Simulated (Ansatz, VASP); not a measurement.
# VSeS (1T-VSSe monolayer): VASP beside Ansatz

One calculation is typed for both programs; each brings its own data sets. How far apart do they land? The structure shown is the start of the Ansatz relaxation below; VASP solves that cell, so the two are compared at the walk's first step.

Calculated with Ansatz 0.2.0; plane waves, with VASP 6.6.1 beside it; single point at PBE.

### 1. Starting point

The cell holds 3 atoms: 1 Se, 1 V and 1 S. Cell: a = 3.250 Å, b = 3.250 Å, c = 30.532 Å, α = 90.0°, β = 90.0°, γ = 120.0°. Vacuum lies along c. The height across the vacuum is the one that the program set for its solve, not the one typed.

### 2. Ansatz: relaxation, PBE

Ansatz runs on its PAW soft_1 files.

The two programs are compared at the cell with which this relaxation starts, whose forces are those of its first step.

The input, input.yaml:

```yaml
crystal:
  lattice:
    - [3.25, 0.0, 0.0]
    - [-1.625, 2.8145825623, 0.0]
    - [0.0, 0.0, 17.3660927913]
  atoms:
    - { symbol: Se, position: [0.6666666667, 0.3333333333, 0.4030843371] }
    - { symbol: V, position: [0.0, 0.0, 0.5064715475], spin: 1.0 }
    - { symbol: S, position: [0.3333333333, 0.6666666667, 0.5969156629] }
  periodic: [true, true, false]
magnetization:
  spin_polarized: true
kpoints:
  mp_grid: { grid: [12, 12, 1] }
hamiltonian:
  xc: pbe
  pseudopotentials: { kind: paw, azcp: { folder: soft_1 } }
scf:
  occupations: { method: fermi_dirac, width: 0.05 }
relax:
  f_tol: 0.01
  max_steps: 90
  cell: {}
```

Launch:

```bash
> ansatz run input.yaml --threads 4 --pin off --max-ram 8192MiB --backend cpu --events-out ev --progress --plain --runs-dir out
```

Numbers of over 12 decimals in the logs are rounded to 6 here.

What it wrote:

```text
Warning: crystal.periodic: the lattice vector that does not repeat stood 0.000° off the slab's normal, 17.366 Å along it as the deck builds it. The run solves the slab on a vector along the normal, 30.532 Å long, with every atom where it was (on the deck's vector they left 14.00 Å outside them, and the widest stretch free of ions among them is 1.80 Å). A fractional position that the run reports is one of the run's ce [...]
crystal.periodic: the lattice vector that does not repeat stood 0.000° off the slab's normal, 17.366 Å along it as the deck builds it. The run solves the slab on a vector along the normal, 30.532 Å long, with every atom where it was (on the deck's vector they left 14.00 Å outside them, and the widest stretch free of ions among them is 1.80 Å). A fractional position that the run reports is one of the run's cell, which [...]
Engine: ansatz 0.2.0, x86_64-unknown-linux-gnu
Pseudopotentials: kind: paw
Pseudopotential: Se, paw, valence charge 16, recommended cutoff 420 eV (normal), soft_1/Se.paw.azcp
Pseudopotential: V, paw, valence charge 13, recommended cutoff 420 eV (normal), soft_1/V.paw.azcp
Pseudopotential: S, paw, valence charge 6, recommended cutoff 420 eV (normal), soft_1/S.paw.azcp
Functional definition: PBE
  parameter kappa = 0.804
  parameter beta = 0.066725
  exchange = pbe_x(kappa = kappa, mu = beta*pi^2/3)
  correlation = pbe_c(beta = beta)
Crystal: 3 atoms, lattice volume = 279.290 Å³
Basis set: ecut = 420 eV, 5575 PW (Γ), exchange–correlation on 48×48×432 points (8 copies of the dense FFT grid, shifted against one another)
Bands: 22, of which v1, the nominal top of the filled ones, is band 18 counted from 1 (17 counted from 0)
Symmetry: 6 space group operations
Space group: P3m1 (ITA 156), of the structure as read, at distance tolerance 6.5e-5 Å
Magnetic group: BNS 156.49 (UNI 1279), of the structure as read, at distance tolerance 6.5e-5 Å
k-points: 19 of 144 (time reversal used)
Non-local potential: Se, projectors of the file, l = 0: 2, l = 1: 2, l = 2: 3, l = 3: 1
Non-local potential: V, projectors of the file, l = 0: 3, l = 1: 2, l = 2: 3, l = 3: 1
Non-local potential: S, projectors of the file, l = 0: 2, l = 1: 2, l = 2: 1
PAW form: soft (Blöchl's): semilocal exchange-correlation on the pseudo side does not see the compensation charge
PAW one-centre angular grid: Se, 590 points (default); XC on 64 Gauss nodes
PAW one-centre angular grid: V, 590 points (default); XC on 64 Gauss nodes
PAW one-centre angular grid: S, 110 points (default); XC on 64 Gauss nodes
Initial density: superposition of atomic densities (neutral atoms: chi_scale 0, normalization atom)
Starting moments: Σ|m| = 1 μB on 1 of 3 sites
Initial wavefunctions: pseudopotential atomic-orbital guess
Functional: x = pbe(κ = 0.804, μ = 0.219515), c = pbe(β = 0.066725)
[...]
SCF iter   3: F=—  HF=-9285.922577 eV  |F-HF|=—  |Δ(HF+E_count)|=   1.22e-5  Δρ=4.95e-5 (↑3.76e-5 ↓4.95e-5)  dr2=1.93e-6  dr2_m=4.26e-6  M=0.687 μB ∫|m|=0.896 μB  β_m=0.76  ethr=3.57e-8  ⟨swp⟩=3.0  Hψ=1621  notcnv=0
SCF iter   4: F=—  HF=-9285.922584 eV  |F-HF|=—  |Δ(HF+E_count)|=   6.29e-6  Δρ=1.14e-5 (↑8.99e-6 ↓1.14e-5)  dr2=3.89e-7  dr2_m=2.06e-7  M=0.688 μB ∫|m|=0.897 μB  β_m=0.79  ethr=5.51e-9  ⟨swp⟩=3.1  Hψ=1816  notcnv=0
SCF iter   5: F=—  HF=-9285.922584 eV  |F-HF|=—  |Δ(HF+E_count)|=   3.31e-7  Δρ=4.61e-6 (↑3.07e-6 ↓4.61e-6)  dr2=3.01e-7  dr2_m=1.80e-8  M=0.688 μB ∫|m|=0.897 μB  β_m=0.83  ethr=1.11e-9  ⟨swp⟩=3.2  Hψ=1822  notcnv=0
SCF iter   6: F=-9285.922584 eV  HF=-9285.922584 eV  |F-HF|=2.78e-8  |Δ(HF+E_count)|=   6.12e-8  Δρ=2.68e-6 (↑2.08e-6 ↓2.68e-6)  dr2=7.09e-8  dr2_m=1.09e-9  M=0.688 μB ∫|m|=0.898 μB  ethr=8.57e-10  ⟨swp⟩=6.0  Hψ=3152  notcnv=0
SCF 4 converged in 6 iterations: F = -9285.922584 eV  dr2 = 7.09e-8
relax step   4: F+E_penalty+E_count = -9285.92258387 eV  Δ(F+E_penalty+E_count) = -1.135e-3 eV  max|allowed force component| = 2.638e-2 eV/Å  Δτ_max = 0.0086 Å  P = +0.022 N/m  Ω = 283.469 Å³  energy of the carried Pulay correction = -2.481e-4 eV  fix = [c, alpha, beta]  reactions: c +0.000 N/m  (6 SCF iters, dr2 threshold 3.00e-7 eV, accepted)
[...]
relax step   5: F+E_penalty+E_count = -9285.92262213 eV  Δ(F+E_penalty+E_count) = -3.826e-5 eV  max|allowed force component| = 8.897e-4 eV/Å  Δτ_max = 0.0023 Å  P = +0.017 N/m  Ω = 283.758 Å³  energy of the carried Pulay correction = -2.651e-4 eV  fix = [c, alpha, beta]  reactions: c +0.000 N/m  (6 SCF iters, dr2 threshold 4.35e-8 eV, accepted)
[...]
relax step   6: F+E_penalty+E_count = -9285.92297987 eV  Δ(F+E_penalty+E_count) = -3.577e-4 eV  max|allowed force component| = 6.549e-4 eV/Å  Δτ_max = 0.0000 Å  P = +0.028 N/m  Ω = 283.758 Å³  fix = [c, alpha, beta]  reactions: c +0.000 N/m  stress off target by 2.84e-2 N/m on what of the cell is left free  SCF on the basis re-selected at this cell (its energy is not comparable with the rows above)  (9 SCF iters)
basis re-selected at this cell: Δ(F+E_penalty+E_count) = -3.577e-4 eV, ΔP = +0.011 N/m vs the last step (what re-selecting the basis moved, of the pressure what is left beyond the Pulay correction that the steps carried, after the strain that the cell walked since its last selection, with what the two solves' SCF thresholds leave and, on support functions, any second-order correction that the steps lacked; it is no m [...]
SCF converged after 9 iterations
Magnetization: 0.6923 μB (17.8462 up, 17.1538 down)
Absolute magnetization: 0.9019 μB (∫|ρ↑−ρ↓|, with the PAW one-centre terms)
Spin contamination: 0.0258 ħ² per cell (⟨S²⟩ above its minimum at these occupations)
Per-site moments (μB) at R_I (Å): [(-0.051169, 1.032753), (0.625306, 0.968315), (-0.010685, 0.968315)]
Free energy (F): -9285.922980 eV
Harris-Foulkes:  -9285.922980 eV  (|F-HF|=4.37e-11)
Internal energy: -9285.910765 eV  (E = F + TS)
E sigma→0 (E₀):  -9285.916872 eV
Entropy (-TS):   -0.012215 eV (-4.072 meV/atom)
Fermi energy:    -5.204782 eV
--- Per-component energies (eV) ---
  E_band       = -1111.056936
  E_kinetic    = 511.309115
  E_local      = -78001.200954  (includes V_loc(G=0)·N_el)
  E_nonlocal   = -239.175604
  E_hartree    = 38673.075814
  E_xc         = -288.981416
  E_vxc        = -318.496132  (∫ρ·V_xc dr)
  E_paw        = -3863.771232  (= ΣΔE_a)
  E_vpaw       = -409.645680  (= ΣTr[D̂ρ^β])
  E_aug_tail   = 0.000708  (compensation charges beyond the density's cutoff)
  E_ewald      = 33922.832803
  E_smearing   = -0.012215  (= −TS)
  E_closure    = -0.000000  (closes the sum)
  Σ components = -9285.922980   (vs F -9285.922980, Δ=0.00e0)
--- Forces (eV/Å), atoms counted from 1 ---
  atom   1  Se     0.00000000    -0.00000000     0.00010537
  atom   2  V      0.00000000     0.00000000    -0.00065493
  atom   3  S      0.00000000     0.00000000     0.00054956
  max |Σ_I F_I| component: 3.58e-9 eV/Å
--- 2D stress c σ (N/m, compression-positive) ---
        0.028424       0.000000      -0.000000
       -0.000000       0.028424      -0.000000
       -0.000000      -0.000000       0.000000
  P = ½ c Tr σ = 0.0284 N/m
--- Relaxed structure (5 steps of the walk, 5 accepted, 1 SCFs on fresh bases) ---
  F+E_penalty+E_count = -9285.92297987 eV   max|allowed force component| = 6.549e-4 eV/Å   (the final SCF, on the basis selected at the relaxed cell)
  cell:  # Å, volume = 283.7583 Å³
    - [3.275895, 0.0, 0]
    - [-1.637948, 2.837009, 0]
    - [0, 0, 30.532186]
  atoms:
    - { symbol: Se, position: [0.666667, 0.333333, 0.234618] }
    - { symbol: V, position: [3.8350331149235306e-19, 0, 0.288347] }
    - { symbol: S, position: [0.333333, 0.666667, 0.333886] }
```

### 3. VASP: single point, PBE, start cell

The same cell, functional, mesh and smearing now go to VASP, with its own data sets.

Lines of VASP's logs that name or quote its potential files are left out, and so is its time.

The input, INCAR:

```
SYSTEM = VSeS
PREC = Accurate
ENCUT = 400
EDIFF = 1E-06
NELM = 200
ISMEAR = -1
SIGMA = 0.05
LREAL = .FALSE.
ALGO = Normal
GGA = PE
NBANDS = 21
ISPIN = 2
MAGMOM = -0.05 0.63 -0.01
LASPH = .TRUE.
LMAXMIX = 4
LORBIT = 11
LWAVE = .FALSE.
LCHARG = .FALSE.
ISIF = 2
LDIPOL = .TRUE.
IDIPOL = 3
DIPOL = 0.5 0.5 0.286
LVHAR = .TRUE.
GGA_COMPAT = .FALSE.
NELMDL = -8
```

The input, POSCAR:

```
VSeS
1.0
    3.2500000000      0.0000000000      0.0000000000
   -1.6250000000      2.8145830000      0.0000000000
    0.0000000000      0.0000000000     30.5321860000
Se V S
1 1 1
Direct
    0.6666666075      0.3333332149      0.2292662569
    0.0000000000      0.0000000000      0.2880708247
    0.3333332149      0.6666664298      0.3395136202
```

The input, KPOINTS:

```
Automatic mesh
0
Gamma
12 12 1
0 0 0
```

Potentials, in the order of the species: Se, V_sv and S (PBE family, release 64).

Launch:

```bash
> mpirun -np 1 vasp_std
```

What it wrote:

```text
[banner, memory and clock lines left out]
running    1 mpi-ranks, on    1 nodes
 distrk:  each k-point on    1 cores,    1 groups
 distr:  one band on    1 cores,    1 groups

 POSCAR found type information on POSCAR SeV S
 POSCAR found :  3 types and       3 ions
 LDA part: xc-table for (Slater+PW92), standard interpolation
 POSCAR, INCAR and KPOINTS ok, starting setup
 FFT: planning ... GRIDC
 FFT: planning ... GRID_SOFT
 FFT: planning ... GRID
 WAVECAR not read
 entering main loop
       N       E                     dE             d eps       ncg     rms          rms(c)
DAV:   1     0.131121953712E+03    0.13112E+03   -0.10895E+04  2172   0.701E+02
DAV:   2    -0.987874239097E+01   -0.14100E+03   -0.13763E+03  2090   0.202E+02
DAV:   3    -0.219238703665E+02   -0.12045E+02   -0.11828E+02  1958   0.507E+01
DAV:   4    -0.222047627044E+02   -0.28089E+00   -0.28050E+00  2044   0.877E+00
DAV:   5    -0.222096520054E+02   -0.48893E-02   -0.48886E-02  2024   0.113E+00
DAV:   6    -0.222098146698E+02   -0.16266E-03   -0.16266E-03  2181   0.199E-01
DAV:   7    -0.222098206569E+02   -0.59872E-05   -0.59870E-05  2060   0.337E-02
DAV:   8    -0.222098209692E+02   -0.31225E-06   -0.31241E-06  1841   0.717E-03    0.193E+01
DAV:   9    -0.278396459759E+02   -0.56298E+01   -0.11232E+02  1746   0.516E+01    0.324E+01
DAV:  10    -0.204574640243E+02    0.73822E+01   -0.14679E+02  2039   0.667E+01    0.117E+01
DAV:  11    -0.189676028344E+02    0.14899E+01   -0.57627E+00  1807   0.129E+01    0.509E+00
DAV:  12    -0.186527002308E+02    0.31490E+00   -0.88935E-01  1991   0.538E+00    0.190E+00
DAV:  13    -0.186154246554E+02    0.37276E-01   -0.11809E-01  1898   0.197E+00    0.107E+00
DAV:  14    -0.185874534677E+02    0.27971E-01   -0.15797E-01  1786   0.241E+00    0.803E-01
[...]
DAV:  31    -0.186801008925E+02   -0.78399E-03   -0.48003E-06  1785   0.983E-03    0.487E-03
DAV:  32    -0.186802421471E+02   -0.14125E-03   -0.20131E-06  1509   0.878E-03    0.208E-03
DAV:  33    -0.186802788593E+02   -0.36712E-04   -0.28924E-07  1383   0.270E-03    0.133E-03
DAV:  34    -0.186802970527E+02   -0.18193E-04   -0.10311E-07  1299   0.145E-03    0.122E-03
DAV:  35    -0.186803159014E+02   -0.18849E-04   -0.18313E-07  1374   0.156E-03    0.403E-04
DAV:  36    -0.186803233371E+02   -0.74357E-05   -0.71560E-08  1390   0.938E-04    0.276E-04
DAV:  37    -0.186803252582E+02   -0.19211E-05   -0.37496E-08  1206   0.940E-04    0.649E-04
DAV:  38    -0.186803260793E+02   -0.82110E-06   -0.22621E-08  1263   0.916E-04
   1 F= -.18680326E+02 E0= -.18674386E+02  d E =-.118806E-01  mag=     0.7180
```

OUTCAR, selected parts (step 3):

```text
ion  position               nearest neighbor table
   1  0.667  0.333  0.229-   2 2.60   2 2.60   2 2.60
   2  0.000  0.000  0.288-   3 2.45   3 2.45   3 2.45   1 2.60   1 2.60   1 2.60
   3  0.333  0.667  0.340-   2 2.45   2 2.45   2 2.45

  LATTYP: Found a hexagonal cell.
 ALAT       =     3.2500000000
 C/A-ratio  =     9.3945187692

 Subroutine GETGRP returns: Found  6 space group operations
 (whereof  6 operations were pure point group operations)

The static configuration has the point symmetry C_3v.

 Found     19 irreducible k-points:

   k-points           NKPTS =     19   k-points in BZ     NKDIM =     19   number of bands    NBANDS=     21

   dimension x,y,z NGX =    24 NGY =   24 NGZ =  200
   dimension x,y,z NGXF=    48 NGYF=   48 NGZF=  400

   ENCUT  =  400.0 eV  29.40 Ry    5.42 a.u.   5.30  5.30 49.79*2*pi/ulx,y,z

   NELECT =      25.0000    total number of electrons

 k-points in reciprocal lattice and weights: Automatic mesh
   0.00000000  0.00000000  0.00000000       0.007
   0.08333333 -0.00000000  0.00000000       0.042
   0.16666667 -0.00000000  0.00000000       0.042
   0.25000000 -0.00000000  0.00000000       0.042
   0.33333333 -0.00000000  0.00000000       0.042
   0.41666667 -0.00000000  0.00000000       0.042
   0.50000000 -0.00000000  0.00000000       0.021
   0.08333333  0.08333333  0.00000000       0.042
   0.16666667  0.08333333  0.00000000       0.083
[...]
0.33333333  0.25000000  0.00000000       0.083
   0.33333333  0.33333333  0.00000000       0.014

 dipolmoment           0.000000      0.000000      0.032895 electrons x Angstroem

 average (electrostatic) potential at core
       1 -61.4427       2 -84.0962       3 -94.4953

 E-fermi :  -2.9525

 spin component 1
 k-point     1 :       0.0000    0.0000    0.0000
  band No.  band energies     occupation
    ...
      9      -4.9583      1.00000
     10      -4.9583      1.00000
     11      -3.4116      0.99990
     12      -3.2673      0.99816
     13      -3.2673      0.99816
     14      -1.9786      0.00000
     15      -1.9786      0.00000
     16      -0.1067      0.00000
     17      -0.1067      0.00000
     18       1.2184      0.00000
    ...

 k-point     2 :       0.0833   -0.0000    0.0000
  band No.  band energies     occupation
    ...
      9      -4.9362      1.00000
     10      -4.8419      1.00000
     11      -3.6119      1.00000
     12      -3.4011      0.99987
     13      -3.3629      0.99973
     14      -2.2029      0.00000
     15      -1.9301      0.00000
     16      -0.5237      0.00000
     17      -0.1877      0.00000
     18       1.3851      0.00000
    ...

 k-point     3 :       0.1667   -0.0000    0.0000
  band No.  band energies     occupation
    ...
      9      -4.9078      1.00000
     10      -4.8689      1.00000
     11      -4.4935      1.00000
     12      -3.6443      1.00000
     13      -3.4436      0.99995
     14      -2.4204      0.00002
     15      -1.9153      0.00000
     16      -1.0957      0.00000
     17      -0.3355      0.00000
     18       1.7960      0.00000
    ...

 k-point     4 :       0.2500   -0.0000    0.0000
  band No.  band energies     occupation
    ...
      9      -5.9663      1.00000
     10      -4.9662      1.00000
     11      -4.8853      1.00000
     12      -3.7696      1.00000
     13      -3.6625      1.00000
     14      -2.4514      0.00004
     15      -2.0377      0.00000
     16      -1.1281      0.00000
     17      -0.4206      0.00000
     18       2.3926      0.00000
    ...

 k-point     5 :       0.3333   -0.0000    0.0000
  band No.  band energies     occupation
    ...
      9      -6.6433      1.00000
     10      -5.2380      1.00000
     11      -5.1204      1.00000
     12      -3.8902      1.00000
     13      -3.7357      1.00000
     14      -2.2898      0.00000
     15      -2.2094      0.00000
     16      -0.7791      0.00000
     17      -0.4448      0.00000
     18       2.9338      0.00000
    ...

 k-point     6 :       0.4167   -0.0000    0.0000
  band No.  band energies     occupation
    ...
      9      -6.3320      1.00000
     10      -5.4092      1.00000
     11      -5.2631      1.00000
     12      -4.0265      1.00000
     13      -3.6654      1.00000
     14      -2.3226      0.00000
     15      -2.0879      0.00000
     16      -0.4503      0.00000
     17      -0.3984      0.00000
     18       2.5537      0.00000
    ...

  Total       -1.6939681     -1.6939686     -5.8593864      0.0000000      0.0000000      0.0000000
  in kB       -9.7176329     -9.7176359    -33.6130099      0.0000000      0.0000000      0.0000000
  external PRESSURE =     -17.6827596 kB  Pullay stress =       0.0000000 kB

  energy-cutoff  :      400.00
  volume of cell :      279.29
      direct lattice vectors                 reciprocal lattice vectors
     3.250000000  0.000000000  0.000000000     0.307692308  0.177646209  0.000000000
    -1.625000000  2.814583000  0.000000000     0.000000000  0.355292418  0.000000000
     0.000000000  0.000000000 30.532186000     0.000000000  0.000000000  0.032752322

 POSITION                                       TOTAL-FORCE (eV/Angst)
 -----------------------------------------------------------------------------------
      1.62500      0.93819      7.00000        -0.000000      0.000000      1.528114
      0.00000      0.00000      8.79543        -0.000000     -0.000000      0.358506
      0.00000      1.87639     10.36609         0.000000      0.000000     -1.886620
 -----------------------------------------------------------------------------------
    total drift:                               -0.000000      0.000441     -0.001033

  FREE ENERGIE OF THE ION-ELECTRON SYSTEM (eV)
  ---------------------------------------------------
  free  energy   TOTEN  =       -18.6803260793 eV

  energy  without entropy=      -18.6684454537  energy(sigma->0) =      -18.67438577

 vacuum level on the upper side and lower side of the slab         2.548         1.897

 total charge
# of ion       s       p       d       tot
------------------------------------------
    1        1.488   2.254   0.041   3.782
    2        2.219   6.186   2.944  11.349
    3        1.367   2.281   0.000   3.649
--------------------------------------------------
tot          5.073  10.721   2.986  18.780

 magnetization (x)
# of ion       s       p       d       tot
------------------------------------------
    1       -0.003  -0.060   0.002  -0.061
    2        0.007   0.007   0.738   0.752
    3       -0.002  -0.036   0.000  -0.037
--------------------------------------------------
tot          0.003  -0.089   0.740   0.653

[... 6 further parts left out ...]
```

### 4. Differences

Known differences besides the potentials themselves: VASP starts from the moments at which Ansatz ended; Ansatz cuts the interaction across the vacuum, VASP repeats the sheet with a dipole correction; the data sets hold 35 valence electrons in Ansatz (on its PAW soft_1 files) and 25 in VASP; the cutoff is 420 eV in Ansatz and 400 eV in VASP. Total energies have different zeros and are not compared.

Forces (eV/Å; atoms numbered as in POSCAR):

```tsv
atom	Ansatz x, y, z	VASP x, y, z
Se1	0.000, 0.000, 1.550	0.000, 0.000, 1.528
V2	0.000, 0.000, 0.347	0.000, 0.000, 0.359
S3	0.000, 0.000, -1.897	0.000, 0.000, -1.887
```

The forces differ by 8.9 meV/Å r.m.s., which is 1.1 % of the r.m.s. force of 0.818 eV/Å (both taken over all components). Moments aren't recorded for both runs of this pair, so they may hold unlike magnetic states. With vacuum in the cell, a pressure given here is an average over mostly empty space and none of the material.

### 5. Outcome

- r.m.s. force difference (single point, PBE, start cell): 1.1 % of the r.m.s. force

**Reading.** The r.m.s. force difference is 1.1 % of the r.m.s. force (single point, PBE, start cell), within the 3 % picked in this series as the mark of a large difference. The data sets hold unlike numbers of valence electrons (35 in Ansatz and 25 in VASP), so part of the differences comes from the potentials. Such differences can come from data sets, numerical settings and the points named under the comparisons, not from the functional's error against experiment.

[Lines on the potential files, build, host, timing and source positions are cut from VASP's logs without a mark.]

[Logs are printed without paths, hosts, clocks, repeated set-up lines and the standing remarks that a program may print on its own settings, such as how far it seeks lower states.]

[Hosts, paths, dates, database ids (printed as entryN), source tags and the programs' standing remarks are cut or masked in the printed files.]
